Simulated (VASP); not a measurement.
Cd$_{3}$ZnS$_{4}$ (ordered alloy cell): computed properties

The numbers are results of PBEsol GGA, VASP's PBE PAW potentials (set 64) (plane waves; VASP 6.6.1), not measurements.

| Quantity | Value |
|---|---|
| space group | Pm (6) |
| cell | a = 6.590 Å, b = 4.020 Å, c = 7.007 Å, α = γ = 90.00°, β = 90.11° |
| volume per atom | 23.21 Å³/atom |
| band gap (over mesh and band path) | 1.21 eV |
| smallest direct gap (over mesh and band path) | 1.21 eV |
| band-edge character | direct, Γ to Γ |
| density | 4.75 g/cm³ |

```
Cd3ZnS4
1.0
    4.05773    -6.98520    -0.00654
    2.01025     3.48185     0.00000
   -0.00533     0.00308     6.59023
Zn Cd S
1 3 4
Direct
  0.33261   0.33261   0.50018
  0.17319   0.67319   0.00514
  0.83631   0.33631   0.49757
  0.65956   0.65956   0.00154
  0.33091   0.33091   0.85254
  0.18458   0.68458   0.38836
  0.83620   0.33620   0.87982
  0.64664   0.64664   0.38286
```

The structure was generated: Cd3ZnS4 was put into an ordered model structure (Pm), which need not be its known phase. It was relaxed first. Symmetry was kept, so distortions that lower it aren't found.
